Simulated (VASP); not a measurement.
# GaN: GW quasiparticle gap

Wanted: how far GW moves the Kohn-Sham levels of GaN. The cell is of the zinc-blende type, one of the forms listed for this formula. The start is a computed cell from the Materials Project.

Method: PBE; plane waves and PAW (Ga_d_GW, N_GW), in the first sound run; inputs show where later runs differ, in VASP 6.6.1.

Most raw output is cut from this account.

## (1) Starting point

The structure is cubic, space group F-43m (No. 216). Conventional cell: a = 4.507 Å, b = 4.507 Å, c = 4.507 Å, α = 90.00°, β = 90.00°, γ = 90.00°. Ga has 4 N at 1.95 Å nearest. N has 4 Ga at 1.95 Å nearest. Farther neighbours and most contacts between anions are not listed.

As a file:

```xyz
2
Lattice="0.0000 2.2535 2.2535 2.2535 0.0000 2.2535 2.2535 2.2535 0.0000" Properties=species:S:1:pos:R:3 pbc="T T T"
Ga    0.0000    0.0000    0.0000
N     1.1268    1.1268    1.1268
```

## (2) Empty bands

The next step needs empty bands that the ground-state run didn't converge, so the Hamiltonian is diagonalised exactly for NBANDS bands, in a single step. LOPTICS writes the k-derivatives of the orbitals (WAVEDER), which give the long-wavelength limit of the screening.

Contents of INCAR:

```
SYSTEM = GaN
PREC = Accurate
ENCUT = 450
ISMEAR = 0
SIGMA = 0.01
LREAL = .FALSE.
GGA = PE
NBANDS = 40
ALGO = Exact
NELM = 1
LWAVE = .TRUE.
LCHARG = .FALSE.
LOPTICS = .TRUE.
NEDOS = 1000
CSHIFT = 0.1
```

Contents of POSCAR:

```
GaN
1.0
    0.0000000000      2.2535006075      2.2535006075
    2.2535006075      0.0000000000      2.2535006075
    2.2535006075      2.2535006075      0.0000000000
Ga N
1 1
Direct
    0.0000000000      0.0000000000      0.0000000000
    0.2500000000      0.2500000000      0.2500000000
```

Contents of KPOINTS:

```
Automatic mesh
0
Gamma
4 4 4
0 0 0
```

PAW data sets: Ga_d_GW and N_GW (PBE family, release 64).

On the command line:

```
$ mpirun -np 8 vasp_std
```

Wall time 2 s (8 MPI ranks of AMD EPYC 7R43, shared host); peak memory 0.68 GiB; 11 s of CPU time.

The gap is read on the k-mesh alone, so it is an upper bound where the band edges lie off the mesh.

A gap read on the k-mesh alone can miss the band edges.

This step gave:

```yaml
gap_on_the_k_mesh: 1.705 eV
least_direct_gap_on_the_k_mesh: 1.705 eV
```

WAVECAR now holds 40 bands for 18 electrons. Its independent-particle dielectric tensor has xx, yy, zz = 10.4, 10.4, 10.4 on this mesh, which isn't tested for convergence in mesh or bands and lacks local fields.

## (3) G0W0, ENCUTGW 80, bands in the sums 40

This step: G0W0 on PBE; plane waves and PAW (Ga_d_GW, N_GW) (VASP 6.6.1).

One pass of GW corrects the levels to first order, with G and W from the starting orbitals.

Contents of INCAR:

```
SYSTEM = GaN
PREC = Accurate
ENCUT = 450
ISMEAR = 0
SIGMA = 0.01
LREAL = .FALSE.
GGA = PE
NBANDS = 40
ALGO = EVGW0
NELMGW = 1
ENCUTGW = 80
NOMEGA = 64
PRECFOCK = Fast
NBANDSGW = 24
LWAVE = .FALSE.
LCHARG = .FALSE.
```

POSCAR is that of step 2.

KPOINTS is that of step 2.

On the command line:

```
$ mpirun -np 8 vasp_std
```

Elapsed: 9.2 s, on 8 MPI ranks; peak memory 0.79 GiB; 68 s of CPU time.

This step gave:

```
quasiparticle gap on the mesh                 : 2.646 eV
smallest direct quasiparticle gap on the mesh : 2.646 eV
gap of the starting orbitals on the mesh      : 1.705 eV
```

GW takes the gap from 1.705 to 2.646 eV. Spin-orbit coupling is left out. The value holds for 40 bands, ENCUTGW = 80 eV and this mesh, and isn't shown to be converged in them.

## (4) Empty bands

This step: PBE; plane waves and PAW (Ga_d_GW, N_GW) (VASP 6.6.1).

The empty bands are made again, for the run that follows.

Contents of INCAR:

```
SYSTEM = GaN
PREC = Accurate
ENCUT = 450
ISMEAR = 0
SIGMA = 0.01
LREAL = .FALSE.
GGA = PE
NBANDS = 56
ALGO = Exact
NELM = 1
LWAVE = .TRUE.
LCHARG = .FALSE.
LOPTICS = .TRUE.
NEDOS = 1000
CSHIFT = 0.1
```

POSCAR is that of step 3.

KPOINTS is that of step 3.

On the command line:

```
$ mpirun -np 8 vasp_std
```

Wall time 2 s (8 MPI ranks); peak memory 0.63 GiB.

WAVECAR now holds 56 bands for 18 electrons.

## (5) G0W0, ENCUTGW 100, bands in the sums 56

This step: G0W0 on PBE; plane waves and PAW (Ga_d_GW, N_GW) (VASP 6.6.1).

ENCUTGW rises to 100 eV and the bands with it, to about the number of plane waves under that cutoff.

Contents of INCAR:

```
SYSTEM = GaN
PREC = Accurate
ENCUT = 450
ISMEAR = 0
SIGMA = 0.01
LREAL = .FALSE.
GGA = PE
NBANDS = 56
ALGO = EVGW0
NELMGW = 1
ENCUTGW = 100
NOMEGA = 64
PRECFOCK = Fast
NBANDSGW = 24
LWAVE = .FALSE.
LCHARG = .FALSE.
```

POSCAR is that of step 4.

KPOINTS is that of step 4.

On the command line:

```
$ mpirun -np 8 vasp_std
```

Wall time 11 s (8 MPI ranks); peak memory 0.79 GiB; 83 s of CPU time.

The gap is now 2.692 eV, +45 meV against the GW run before. Spin-orbit coupling is left out.

## (6) Empty bands

This step: PBE; plane waves and PAW (Ga_d_GW, N_GW) (VASP 6.6.1).

Contents of INCAR:

```
SYSTEM = GaN
PREC = Accurate
ENCUT = 450
ISMEAR = 0
SIGMA = 0.01
LREAL = .FALSE.
GGA = PE
NBANDS = 72
ALGO = Exact
NELM = 1
LWAVE = .TRUE.
LCHARG = .FALSE.
LOPTICS = .TRUE.
NEDOS = 1000
CSHIFT = 0.1
```

POSCAR is that of step 5.

KPOINTS is that of step 5.

On the command line:

```
$ mpirun -np 8 vasp_std
```

Run time: 2 s. Hardware: 8 MPI ranks; peak memory 0.66 GiB.

WAVECAR now holds 72 bands for 18 electrons.

## (7) G0W0, ENCUTGW 120, bands in the sums 72

This step: G0W0 on PBE; plane waves and PAW (Ga_d_GW, N_GW) (VASP 6.6.1).

ENCUTGW rises to 120 eV and the bands with it, to about the number of plane waves under that cutoff.

Contents of INCAR:

```
SYSTEM = GaN
PREC = Accurate
ENCUT = 450
ISMEAR = 0
SIGMA = 0.01
LREAL = .FALSE.
GGA = PE
NBANDS = 72
ALGO = EVGW0
NELMGW = 1
ENCUTGW = 120
NOMEGA = 64
PRECFOCK = Fast
NBANDSGW = 24
LWAVE = .FALSE.
LCHARG = .FALSE.
```

POSCAR is that of step 6.

KPOINTS is that of step 6.

On the command line:

```
$ mpirun -np 8 vasp_std
```

Wall time 13 s (8 MPI ranks); peak memory 0.77 GiB; 96 s of CPU time.

The gap is now 2.716 eV, +25 meV against the GW run before. Spin-orbit coupling is left out.

## (8) Empty bands

This step: PBE; plane waves and PAW (Ga_d_GW, N_GW) (VASP 6.6.1).

Contents of INCAR:

```
SYSTEM = GaN
PREC = Accurate
ENCUT = 450
ISMEAR = 0
SIGMA = 0.01
LREAL = .FALSE.
GGA = PE
NBANDS = 96
ALGO = Exact
NELM = 1
LWAVE = .TRUE.
LCHARG = .FALSE.
LOPTICS = .TRUE.
NEDOS = 1000
CSHIFT = 0.1
```

POSCAR is that of step 7.

KPOINTS is that of step 7.

On the command line:

```
$ mpirun -np 8 vasp_std
```

It took 2 s on 8 MPI ranks; peak memory 0.61 GiB.

WAVECAR now holds 96 bands for 18 electrons.

## (9) G0W0, ENCUTGW 145, bands in the sums 96

This step: G0W0 on PBE; plane waves and PAW (Ga_d_GW, N_GW) (VASP 6.6.1).

ENCUTGW rises to 145 eV and the bands with it, to about the number of plane waves under that cutoff.

Contents of INCAR:

```
SYSTEM = GaN
PREC = Accurate
ENCUT = 450
ISMEAR = 0
SIGMA = 0.01
LREAL = .FALSE.
GGA = PE
NBANDS = 96
ALGO = EVGW0
NELMGW = 1
ENCUTGW = 145
NOMEGA = 64
PRECFOCK = Fast
NBANDSGW = 24
LWAVE = .FALSE.
LCHARG = .FALSE.
```

POSCAR is that of step 8.

KPOINTS is that of step 8.

On the command line:

```
$ mpirun -np 8 vasp_std
```

Run time: 15 s. Hardware: 8 MPI ranks; peak memory 0.91 GiB.

The gap is now 2.739 eV, +22 meV against the GW run before. Spin-orbit coupling is left out.

## (10) Empty bands

This step: PBE; plane waves and PAW (Ga_d_GW, N_GW) (VASP 6.6.1).

Contents of INCAR:

```
SYSTEM = GaN
PREC = Accurate
ENCUT = 450
ISMEAR = 0
SIGMA = 0.01
LREAL = .FALSE.
GGA = PE
NBANDS = 120
ALGO = Exact
NELM = 1
LWAVE = .TRUE.
LCHARG = .FALSE.
LOPTICS = .TRUE.
NEDOS = 1000
CSHIFT = 0.1
```

POSCAR is that of step 9.

KPOINTS is that of step 9.

On the command line:

```
$ mpirun -np 8 vasp_std
```

Wall time 2 s (8 MPI ranks); peak memory 0.66 GiB; 12 s of CPU time.

WAVECAR now holds 120 bands for 18 electrons.

## (11) G0W0, ENCUTGW 170, bands in the sums 120

This step: G0W0 on PBE; plane waves and PAW (Ga_d_GW, N_GW) (VASP 6.6.1).

ENCUTGW rises to 170 eV and the bands with it, to about the number of plane waves under that cutoff.

Contents of INCAR:

```
SYSTEM = GaN
PREC = Accurate
ENCUT = 450
ISMEAR = 0
SIGMA = 0.01
LREAL = .FALSE.
GGA = PE
NBANDS = 120
ALGO = EVGW0
NELMGW = 1
ENCUTGW = 170
NOMEGA = 64
PRECFOCK = Fast
NBANDSGW = 24
LWAVE = .FALSE.
LCHARG = .FALSE.
```

POSCAR is that of step 10.

KPOINTS is that of step 10.

On the command line:

```
$ mpirun -np 8 vasp_std
```

It took 19 s on 8 MPI ranks; peak memory 0.99 GiB; 2.4 min of CPU time.

The gap is now 2.753 eV, +14 meV against the GW run before. Spin-orbit coupling is left out.

## (12) Empty bands

This step: PBE; plane waves and PAW (Ga_d_GW, N_GW) (VASP 6.6.1).

Contents of INCAR:

```
SYSTEM = GaN
PREC = Accurate
ENCUT = 450
ISMEAR = 0
SIGMA = 0.01
LREAL = .FALSE.
GGA = PE
NBANDS = 152
ALGO = Exact
NELM = 1
LWAVE = .TRUE.
LCHARG = .FALSE.
LOPTICS = .TRUE.
NEDOS = 1000
CSHIFT = 0.1
```

POSCAR is that of step 11.

KPOINTS is that of step 11.

On the command line:

```
$ mpirun -np 8 vasp_std
```

It took 2 s on 8 MPI ranks; peak memory 0.68 GiB.

WAVECAR now holds 152 bands for 18 electrons.

## (13) G0W0, ENCUTGW 200, bands in the sums 152

This step: G0W0 on PBE; plane waves and PAW (Ga_d_GW, N_GW) (VASP 6.6.1).

ENCUTGW rises to 200 eV and the bands with it, to about the number of plane waves under that cutoff.

Contents of INCAR:

```
SYSTEM = GaN
PREC = Accurate
ENCUT = 450
ISMEAR = 0
SIGMA = 0.01
LREAL = .FALSE.
GGA = PE
NBANDS = 152
ALGO = EVGW0
NELMGW = 1
ENCUTGW = 200
NOMEGA = 64
PRECFOCK = Fast
NBANDSGW = 24
LWAVE = .FALSE.
LCHARG = .FALSE.
```

POSCAR is that of step 12.

KPOINTS is that of step 12.

On the command line:

```
$ mpirun -np 8 vasp_std
```

Wall time 23 s (8 MPI ranks); peak memory 1.1 GiB.

The gap is now 2.770 eV, +17 meV against the GW run before. Spin-orbit coupling is left out.

## (14) Empty bands

This step: PBE; plane waves and PAW (Ga_d_GW, N_GW) (VASP 6.6.1).

Contents of INCAR:

```
SYSTEM = GaN
PREC = Accurate
ENCUT = 450
ISMEAR = 0
SIGMA = 0.01
LREAL = .FALSE.
GGA = PE
NBANDS = 184
ALGO = Exact
NELM = 1
LWAVE = .TRUE.
LCHARG = .FALSE.
LOPTICS = .TRUE.
NEDOS = 1000
CSHIFT = 0.1
```

POSCAR is that of step 13.

KPOINTS is that of step 13.

On the command line:

```
$ mpirun -np 8 vasp_std
```

Elapsed: 2 s, on 8 MPI ranks; peak memory 0.68 GiB; 11 s of CPU time.

WAVECAR now holds 184 bands for 18 electrons.

## (15) G0W0, ENCUTGW 230, bands in the sums 184

This step: G0W0 on PBE; plane waves and PAW (Ga_d_GW, N_GW) (VASP 6.6.1).

ENCUTGW rises to 230 eV and the bands with it, to about the number of plane waves under that cutoff.

Contents of INCAR:

```
SYSTEM = GaN
PREC = Accurate
ENCUT = 450
ISMEAR = 0
SIGMA = 0.01
LREAL = .FALSE.
GGA = PE
NBANDS = 184
ALGO = EVGW0
NELMGW = 1
ENCUTGW = 230
NOMEGA = 64
PRECFOCK = Fast
NBANDSGW = 24
LWAVE = .FALSE.
LCHARG = .FALSE.
```

POSCAR is that of step 14.

KPOINTS is that of step 14.

On the command line:

```
$ mpirun -np 8 vasp_std
```

Elapsed: 27 s, on 8 MPI ranks; peak memory 1.2 GiB.

The gap is now 2.773 eV, +3 meV against the GW run before. Spin-orbit coupling is left out.

## (16) Empty bands

This step: PBE; plane waves and PAW (Ga_d_GW, N_GW) (VASP 6.6.1).

Contents of INCAR:

```
SYSTEM = GaN
PREC = Accurate
ENCUT = 450
ISMEAR = 0
SIGMA = 0.01
LREAL = .FALSE.
GGA = PE
NBANDS = 224
ALGO = Exact
NELM = 1
LWAVE = .TRUE.
LCHARG = .FALSE.
LOPTICS = .TRUE.
NEDOS = 1000
CSHIFT = 0.1
```

POSCAR is that of step 15.

KPOINTS is that of step 15.

On the command line:

```
$ mpirun -np 8 vasp_std
```

It took 2 s on 8 MPI ranks; peak memory 0.68 GiB.

WAVECAR now holds 224 bands for 18 electrons.

## (17) G0W0, ENCUTGW 260, bands in the sums 224

This step: G0W0 on PBE; plane waves and PAW (Ga_d_GW, N_GW) (VASP 6.6.1).

ENCUTGW rises to 260 eV and the bands with it, to about the number of plane waves under that cutoff.

Contents of INCAR:

```
SYSTEM = GaN
PREC = Accurate
ENCUT = 450
ISMEAR = 0
SIGMA = 0.01
LREAL = .FALSE.
GGA = PE
NBANDS = 224
ALGO = EVGW0
NELMGW = 1
ENCUTGW = 260
NOMEGA = 64
PRECFOCK = Fast
NBANDSGW = 24
LWAVE = .FALSE.
LCHARG = .FALSE.
```

POSCAR is that of step 16.

KPOINTS is that of step 16.

On the command line:

```
$ mpirun -np 8 vasp_std
```

Run time: 34 s. Hardware: 8 MPI ranks; peak memory 1.4 GiB.

The gap is now 2.772 eV, +0 meV against the GW run before. Spin-orbit coupling is left out.

## (18) Summary

This step: GW series: G0W0 on PBE; plane waves and PAW (VASP 6.6.1).

Derived from the runs above.

Numbers from this step:

| Property | Result |
| --- | --- |
| gap extrapolated to a complete basis | 2.778 eV |
| direct gap extrapolated to a complete basis | 2.778 eV |

G0W0 on a 4x4x4 mesh; cost is wall time times ranks on a shared host, with the step that makes the empty bands but not the self-consistent start. G0W0 series:

```tsv
response cutoff ENCUTGW (eV)	bands	quasiparticle gap (eV)	direct quasiparticle gap (eV)	cost (core minutes)
80	40	2.646	2.646	1.49
100	56	2.692	2.692	1.73
120	72	2.716	2.716	1.95
145	96	2.739	2.739	2.32
170	120	2.753	2.753	2.75
200	152	2.77	2.77	3.33
230	184	2.773	2.773	3.87
260	224	2.772	2.772	4.8
```

## (19) Summary of results

* G0W0 on PBE, 224 bands, ENCUTGW 260 eV, NOMEGA 64, mesh 4×4×4: 1.705 → 2.772 eV
* G0W0 on PBE, 40 bands, ENCUTGW 80 eV, NOMEGA 64, mesh 4×4×4: 1.705 → 2.646 eV
* gap at a complete basis (linear in ENCUTGW^-3/2): 2.78 eV

**Reading.** G0W0 gives a quasiparticle gap of 2.772 eV on the mesh, 1.07 eV over the PBE gap on the same mesh. The steps of the series move the gap by +45, +25, +22, +14, +17, +3, -0 meV; the last costs 1.2 times the one before. The last step lies within a tolerance of 30 meV, picked for this account, and the last two together move the gap by +2 meV. Extrapolated from the last three points to a complete basis, the gap is 2.78 eV, +6 meV from the dearest run; the last three points aren't monotonic, so this extrapolates their scatter. The extrapolation removes the error of the response basis alone, at this mesh, ENCUT and data set. On a mesh this coarse the value is a test of cost more than a converged gap. In Ga_d_GW the d shell is in the valence without all the semicore s and p states of the same shell; those stay frozen in the core, and how far that moves the GW gap wasn't tested here. Spin-orbit coupling is left out; with Ga in the cell it can split or shift band edges, by an amount that depends on which atoms form them and isn't tested here. Not tabulated here, as repeats of values shown or as unfit to read for their mesh, reference level or band range: eps2 curves (empty bands); eps1 curves and static values (empty bands); gaps (empty bands).

[Lines on the potential files, build, host, timing and source positions are cut from VASP's logs without a mark.]

[Logs are printed without paths, hosts, clocks, repeated set-up lines and the standing remarks that a program may print on its own settings, such as how far it seeks lower states.]

[Hosts, paths, dates, database ids (printed as entryN), source tags and the programs' standing remarks are cut or masked in the printed files.]

[Pressures printed for these runs are not shown converged in the cutoff: they can be off by several GPa and have the wrong sign.]
